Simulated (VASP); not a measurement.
All values below come from PBE GGA, VASP's PBE PAW potentials (set 64) (plane waves; VASP).

The input files of a VASP run:

POSCAR:
```
PbF2
1.0
  0.0000000000   2.9970633655   2.9970633655
  2.9970633655   0.0000000000   2.9970633655
  2.9970633655   2.9970633655   0.0000000000
Pb F
1 2
Cart
  2.9970633655   5.9941267310   2.9970633655
  1.4985316827   1.4985316827   1.4985316827
  4.4955950482   4.4955950482   4.4955950482
```

### INCAR
```
SYSTEM = PbF2
PREC = Accurate
ENCUT = 650
EDIFF = 1E-7
NELM = 100
ALGO = Normal
LREAL = .FALSE.
LASPH = .TRUE.
ISMEAR = 0
SIGMA = 0.05
GGA = PE
LMAXMIX = 4
LWAVE = .FALSE.
LCHARG = .FALSE.
IBRION = 6
ISIF = 3
NFREE = 2
POTIM = 0.015
NSW = 1
```

### KPOINTS
```
Automatic mesh
0
Gamma
6 6 6
0 0 0
```

POTCAR, in this order: Pb_d F (PBE.64 set). Program: vasp_std.

The run wrote:

File OSZICAR:
```
...
       N       E                     dE             d eps       ncg     rms          rms(c)
DAV:   1    -0.143945366545E+02   -0.39199E-01   -0.25483E+00  2592   0.155E+01    0.109E+00
DAV:   2    -0.143720181978E+02    0.22518E-01   -0.49487E-02  3062   0.237E+00    0.673E-01
DAV:   3    -0.143551755405E+02    0.16843E-01   -0.23645E-02  3016   0.204E+00    0.615E-02
DAV:   4    -0.143553235874E+02   -0.14805E-03   -0.21519E-03  2558   0.435E-01    0.369E-02
DAV:   5    -0.143553031023E+02    0.20485E-04   -0.13011E-04  2788   0.148E-01    0.720E-03
DAV:   6    -0.143553182935E+02   -0.15191E-04   -0.26583E-05  3302   0.488E-02    0.337E-03
DAV:   7    -0.143553333261E+02   -0.15033E-04   -0.20140E-06  2502   0.164E-02    0.705E-04
DAV:   8    -0.143553358322E+02   -0.25060E-05   -0.24583E-07  2106   0.437E-03    0.547E-04
DAV:   9    -0.143553374900E+02   -0.16578E-05   -0.16082E-08  1236   0.169E-03    0.129E-04
DAV:  10    -0.143553382437E+02   -0.75373E-06   -0.60726E-09  1226   0.963E-04    0.575E-05
DAV:  11    -0.143553382546E+02   -0.10919E-07   -0.13689E-09  1224   0.511E-04
  10 F= -.14355338E+02 E0= -.14355338E+02  d E =-.334384E-19
       N       E                     dE             d eps       ncg     rms          rms(c)
DAV:   1    -0.144344783430E+02   -0.79140E-01   -0.28663E+00  2516   0.163E+01    0.162E+00
DAV:   2    -0.143845631847E+02    0.49915E-01   -0.76523E-02  3004   0.306E+00    0.985E-01
DAV:   3    -0.143549909985E+02    0.29572E-01   -0.49625E-02  2966   0.257E+00    0.809E-02
DAV:   4    -0.143553239708E+02   -0.33297E-03   -0.38542E-03  2508   0.588E-01    0.388E-02
DAV:   5    -0.143553331871E+02   -0.92162E-05   -0.79709E-05  3126   0.117E-01    0.138E-02
DAV:   6    -0.143553374434E+02   -0.42564E-05   -0.14176E-05  2832   0.342E-02    0.431E-03
DAV:   7    -0.143553376356E+02   -0.19214E-06   -0.10855E-06  2566   0.102E-02    0.228E-03
DAV:   8    -0.143553377476E+02   -0.11207E-06   -0.18473E-07  1906   0.486E-03    0.441E-04
DAV:   9    -0.143553377470E+02    0.67757E-09   -0.33670E-08  1230   0.202E-03
  11 F= -.14355338E+02 E0= -.14355338E+02  d E =-.334921E-19
       N       E                     dE             d eps       ncg     rms          rms(c)
DAV:   1    -0.143940396209E+02   -0.38702E-01   -0.23314E+00  2658   0.147E+01    0.109E+00
DAV:   2    -0.143714008914E+02    0.22639E-01   -0.44505E-02  3002   0.230E+00    0.673E-01
DAV:   3    -0.143553011753E+02    0.16100E-01   -0.24252E-02  3006   0.202E+00    0.623E-02
DAV:   4    -0.143554020215E+02   -0.10085E-03   -0.20950E-03  2572   0.432E-01    0.362E-02
DAV:   5    -0.143553451273E+02    0.56894E-04   -0.12621E-04  2802   0.142E-01    0.811E-03
DAV:   6    -0.143553411086E+02    0.40187E-05   -0.26986E-05  3216   0.498E-02    0.336E-03
DAV:   7    -0.143553392143E+02    0.18943E-05   -0.20300E-06  2518   0.156E-02    0.877E-04
DAV:   8    -0.143553385711E+02    0.64324E-06   -0.22377E-07  2010   0.440E-03    0.529E-04
DAV:   9    -0.143553383369E+02    0.23422E-06   -0.26465E-08  1230   0.235E-03    0.116E-04
DAV:  10    -0.143553382914E+02    0.45451E-07   -0.63666E-09  1230   0.113E-03
  12 F= -.14355338E+02 E0= -.14355338E+02  d E =-.334346E-19
       N       E                     dE             d eps       ncg     rms          rms(c)
DAV:   1    -0.144346802623E+02   -0.79342E-01   -0.27757E+00  2516   0.160E+01    0.162E+00
DAV:   2    -0.143845583409E+02    0.50122E-01   -0.74692E-02  3000   0.303E+00    0.986E-01
DAV:   3    -0.143550018009E+02    0.29557E-01   -0.50209E-02  2992   0.257E+00    0.821E-02
DAV:   4    -0.143553240661E+02   -0.32227E-03   -0.38237E-03  2512   0.588E-01    0.388E-02
DAV:   5    -0.143553326216E+02   -0.85555E-05   -0.76182E-05  3302   0.111E-01    0.161E-02
DAV:   6    -0.143553374296E+02   -0.48080E-05   -0.15568E-05  2928   0.385E-02    0.419E-03
DAV:   7    -0.143553376247E+02   -0.19506E-06   -0.17393E-06  2556   0.117E-02    0.251E-03
DAV:   8    -0.143553377552E+02   -0.13052E-06   -0.21314E-07  2184   0.504E-03    0.631E-04
DAV:   9    -0.143553377518E+02    0.33679E-08   -0.37600E-08  1236   0.236E-03
  13 F= -.14355338E+02 E0= -.14355338E+02  d E =-.334937E-19
       N       E                     dE             d eps       ncg     rms          rms(c)
DAV:   1    -0.143691366309E+02   -0.13799E-01   -0.27395E+00  1156   0.136E+01    0.745E-01
DAV:   2    -0.143651662743E+02    0.39704E-02   -0.90581E-02  1276   0.283E+00    0.460E-01
DAV:   3    -0.143562081422E+02    0.89581E-02   -0.12109E-02  1320   0.147E+00    0.325E-02
DAV:   4    -0.143562308375E+02   -0.22695E-04   -0.13706E-03  1384   0.349E-01    0.199E-02
DAV:   5    -0.143562526729E+02   -0.21835E-04   -0.71861E-05  1162   0.965E-02    0.380E-03
DAV:   6    -0.143562554473E+02   -0.27745E-05   -0.80711E-06  1192   0.262E-02    0.179E-03
DAV:   7    -0.143562590409E+02   -0.35935E-05   -0.80660E-07  1200   0.130E-02    0.686E-04
DAV:   8    -0.143562595885E+02   -0.54761E-06   -0.70609E-08   558   0.283E-03    0.260E-04
DAV:   9    -0.143562600318E+02   -0.44335E-06   -0.92415E-09   552   0.121E-03    0.740E-05
DAV:  10    -0.143562600599E+02   -0.28104E-07   -0.40750E-09   552   0.996E-04
  14 F= -.14356260E+02 E0= -.14356260E+02  d E =-.377297E-19
       N       E                     dE             d eps       ncg     rms          rms(c)
DAV:   1    -0.143429191582E+02    0.13341E-01   -0.53013E+00  1352   0.119E+01    0.178E-01
DAV:   2    -0.143562971152E+02   -0.13378E-01   -0.13762E-01  1352   0.296E+00    0.933E-02
DAV:   3    -0.143562758869E+02    0.21228E-04   -0.90543E-04  1244   0.284E-01    0.638E-02
DAV:   4    -0.143562556272E+02    0.20260E-04   -0.43481E-04  1200   0.316E-01    0.138E-02
DAV:   5    -0.143562617315E+02   -0.61043E-05   -0.25013E-05  1136   0.440E-02    0.788E-03
DAV:   6    -0.143562596866E+02    0.20448E-05   -0.11524E-05  1194   0.561E-02    0.248E-03
DAV:   7    -0.143562599576E+02   -0.27093E-06   -0.48346E-07  1130   0.901E-03    0.887E-04
DAV:   8    -0.143562600824E+02   -0.12480E-06   -0.12882E-07   890   0.579E-03    0.225E-04
DAV:   9    -0.143562600752E+02    0.71336E-08   -0.10207E-08   554   0.129E-03
  15 F= -.14356260E+02 E0= -.14356260E+02  d E =-.377811E-19
       N       E                     dE             d eps       ncg     rms          rms(c)
DAV:   1    -0.143495718621E+02    0.66882E-02   -0.33020E+00  1728   0.155E+01    0.144E-01
DAV:   2    -0.143562801124E+02   -0.67083E-02   -0.69840E-02  2056   0.294E+00    0.810E-02
DAV:   3    -0.143562028999E+02    0.77212E-04   -0.46844E-04  2062   0.252E-01    0.550E-02
DAV:   4    -0.143561277351E+02    0.75165E-04   -0.36677E-04  1792   0.299E-01    0.970E-03
DAV:   5    -0.143561320197E+02   -0.42846E-05   -0.57028E-05  1716   0.730E-02    0.726E-03
DAV:   6    -0.143561321172E+02   -0.97463E-07   -0.12476E-06  1974   0.114E-02    0.503E-03
DAV:   7    -0.143561318506E+02    0.26655E-06   -0.11836E-06  1774   0.181E-02    0.844E-04
DAV:   8    -0.143561318548E+02   -0.41437E-08   -0.26036E-07  1404   0.524E-03
  16 F= -.14356132E+02 E0= -.14356132E+02  d E =-.119476E-18
       N       E                     dE             d eps       ncg     rms          rms(c)
DAV:   1    -0.143521167001E+02    0.40152E-02   -0.46996E+00  1656   0.167E+01    0.135E-01
DAV:   2    -0.143563272401E+02   -0.42105E-02   -0.46336E-02  1672   0.191E+00    0.732E-02
DAV:   3    -0.143561709825E+02    0.15626E-03   -0.10208E-03  1844   0.318E-01    0.339E-02
DAV:   4    -0.143561273688E+02    0.43614E-04   -0.21493E-04  1730   0.152E-01    0.130E-02
DAV:   5    -0.143561313730E+02   -0.40042E-05   -0.50445E-05  1718   0.598E-02    0.823E-03
DAV:   6    -0.143561317540E+02   -0.38102E-06   -0.36077E-06  1728   0.208E-02    0.510E-03
DAV:   7    -0.143561316658E+02    0.88176E-07   -0.13935E-06  1688   0.139E-02    0.157E-03
DAV:   8    -0.143561316792E+02   -0.13434E-07   -0.47442E-07  1558   0.628E-03
  17 F= -.14356132E+02 E0= -.14356132E+02  d E =-.119597E-18
```

File OUTCAR:
```
------------------------ aborting loop because EDIFF is reached ----------------------------------------
  FORCE on cell =-STRESS in cart. coord.  units (eV):
  Direction    XX          YY          ZZ          XY          YZ          ZX
  --------------------------------------------------------------------------------------
  Total       -0.0268722     -0.0275069     -0.0275069      0.0000000      0.0333486      0.0000000
  in kB       -0.7996442     -0.8185306     -0.8185306      0.0000000      0.9923633      0.0000000
  external PRESSURE =      -0.8122351 kB  Pullay stress =       0.0000000 kB
  volume of cell :       53.84
      direct lattice vectors                 reciprocal lattice vectors
     0.000000000  2.997063365  2.997063365    -0.166829973  0.166829973  0.166829973
     2.997063365  0.000000000  2.997063365     0.166829973 -0.166829973  0.166829973
     2.997063365  2.997063365  0.000000000     0.166829973  0.166829973 -0.166829973
 POSITION                                       TOTAL-FORCE (eV/Angst)
 -----------------------------------------------------------------------------------
      0.00000      0.00000      0.00000        -0.008526      0.000000      0.000000
      1.48353      1.49853      1.49853         0.034136     -0.000000     -0.000000
      4.49560      4.49560      4.49560        -0.025610      0.000000      0.000000
 -----------------------------------------------------------------------------------
    total drift:                                0.000246      0.000001      0.000001
  FREE ENERGIE OF THE ION-ELECTRON SYSTEM (eV)
  ---------------------------------------------------
  free  energy   TOTEN  =       -14.3561316792 eV

  energy  without entropy=      -14.3561316792  energy(sigma->0) =      -14.35613168

   1 f  =    7.150946 THz    44.930719 2PiTHz  238.529883 cm-1    29.573923 meV
             X         Y         Z           dx          dy          dz
      0.000000  0.000000  0.000000     0.000000    0.000000   -0.000000
      1.498532  1.498532  1.498532    -0.706651   -0.025391    0.000000
      4.495595  4.495595  4.495595     0.706651    0.025391    0.000000

   2 f  =    7.150946 THz    44.930719 2PiTHz  238.529883 cm-1    29.573923 meV
             X         Y         Z           dx          dy          dz
      0.000000  0.000000  0.000000    -0.000000    0.000000   -0.000000
      1.498532  1.498532  1.498532    -0.000000    0.000000   -0.707107
      4.495595  4.495595  4.495595     0.000000   -0.000000    0.707107

   3 f  =    7.150946 THz    44.930719 2PiTHz  238.529883 cm-1    29.573923 meV
             X         Y         Z           dx          dy          dz
      0.000000  0.000000  0.000000     0.000000    0.000000    0.000000
      1.498532  1.498532  1.498532     0.025391   -0.706651    0.000000
      4.495595  4.495595  4.495595    -0.025391    0.706651    0.000000

   4 f  =    2.911486 THz    18.293408 2PiTHz   97.116731 cm-1    12.040935 meV
             X         Y         Z           dx          dy          dz
      0.000000  0.000000  0.000000    -0.077887    0.347171    0.177376
      1.498532  1.498532  1.498532     0.127112   -0.566583   -0.289478
      4.495595  4.495595  4.495595     0.127112   -0.566583   -0.289478

   5 f  =    2.911486 THz    18.293408 2PiTHz   97.116731 cm-1    12.040935 meV
             X         Y         Z           dx          dy          dz
      0.000000  0.000000  0.000000    -0.037842    0.173295   -0.355799
      1.498532  1.498532  1.498532     0.061758   -0.282818    0.580665
      4.495595  4.495595  4.495595     0.061758   -0.282818    0.580665

   6 f  =    2.911486 THz    18.293408 2PiTHz   97.116731 cm-1    12.040935 meV
             X         Y         Z           dx          dy          dz
      0.000000  0.000000  0.000000     0.388018    0.086589    0.000905
      1.498532  1.498532  1.498532    -0.633246   -0.141313   -0.001478
      4.495595  4.495595  4.495595    -0.633246   -0.141313   -0.001478

   7 f/i=    0.012398 THz     0.077899 2PiTHz    0.413554 cm-1     0.051274 meV
             X         Y         Z           dx          dy          dz
      0.000000  0.000000  0.000000     0.685089    0.609901    0.024867
      1.498532  1.498532  1.498532     0.209892    0.186857    0.007619
      4.495595  4.495595  4.495595     0.209892    0.186857    0.007619

   8 f/i=    0.012398 THz     0.077899 2PiTHz    0.413554 cm-1     0.051274 meV
             X         Y         Z           dx          dy          dz
      0.000000  0.000000  0.000000     0.610027   -0.685413    0.004467
      1.498532  1.498532  1.498532     0.186895   -0.209991    0.001369
      4.495595  4.495595  4.495595     0.186895   -0.209991    0.001369

   9 f/i=    0.012398 THz     0.077899 2PiTHz    0.413554 cm-1     0.051274 meV
             X         Y         Z           dx          dy          dz
      0.000000  0.000000  0.000000    -0.021545   -0.013197    0.917227
      1.498532  1.498532  1.498532    -0.006601   -0.004043    0.281013
      4.495595  4.495595  4.495595    -0.006601   -0.004043    0.281013

 ELASTIC MODULI CONTR FROM IONIC RELAXATION (kBar)
 Direction    XX          YY          ZZ          XY          YZ          ZX
 --------------------------------------------------------------------------------
 XX          -0.0000      0.0000      0.0000      0.0000     -0.0000     -0.0000
 YY           0.0000     -0.0000     -0.0000     -0.0000      0.0000      0.0000
 ZZ           0.0000     -0.0000     -0.0000     -0.0000      0.0000     -0.0000
 XY           0.0000     -0.0000     -0.0000    -73.2585      0.0000     -0.0000
 YZ          -0.0000      0.0000      0.0000      0.0000    -73.2585     -0.0000
 ZX          -0.0000      0.0000     -0.0000     -0.0000     -0.0000    -73.2585
 --------------------------------------------------------------------------------

 TOTAL ELASTIC MODULI (kBar)
 Direction    XX          YY          ZZ          XY          YZ          ZX
 --------------------------------------------------------------------------------
 XX        1031.8322    490.9382    490.9382     -0.0000     -0.0000      0.0000
 YY         490.9382   1031.8322    490.9382     -0.0000      0.0000      0.0000
 ZZ         490.9382    490.9382   1031.8322     -0.0000      0.0000     -0.0000
 XY          -0.0000     -0.0000     -0.0000    206.0212      0.0000     -0.0000
 YZ          -0.0000      0.0000      0.0000      0.0000    206.0212     -0.0000
 ZX           0.0000      0.0000     -0.0000     -0.0000     -0.0000    206.0212
 --------------------------------------------------------------------------------
```
(Selected blocks of OUTCAR.)

The compound is PbF2 in the fluorite structure, the β form. It was relaxed first.
